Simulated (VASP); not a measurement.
Here is the system:

```xyz
2
Lattice="0.0000 2.8683 2.8683 2.8683 0.0000 2.8683 2.8683 2.8683 0.0000" Properties=species:S:1:pos:R:3 pbc="T T T"
Ga     0.0000     0.0000     0.0000
As     1.4341     1.4341     1.4341
```

Computed with PBE GGA with D3 dispersion (Becke-Johnson damping), VASP's PBE PAW potentials (set 64) (plane waves; VASP). Run with 520 eV cut-off, 8×8×8 Γ-centred mesh, Gaussian smearing of 0.050 eV, potentials Ga_d As.

### Question
The job: GaAs (zinc blende), 2 atoms, PBE-D3(BJ), static run, 520 eV, 8×8×8 Γ-centred mesh. Roughly how much core time does it take on a busy server core?

### Answer
About 10 core-seconds (one run on a shared machine, a rough figure). It had 29 irreducible k-points, 13 bands, up to 1287 plane waves and 14 electronic steps.

The compound is GaAs in the zinc blende structure. This cell is one point of a volume scan, at 1.03 of the reference volume.
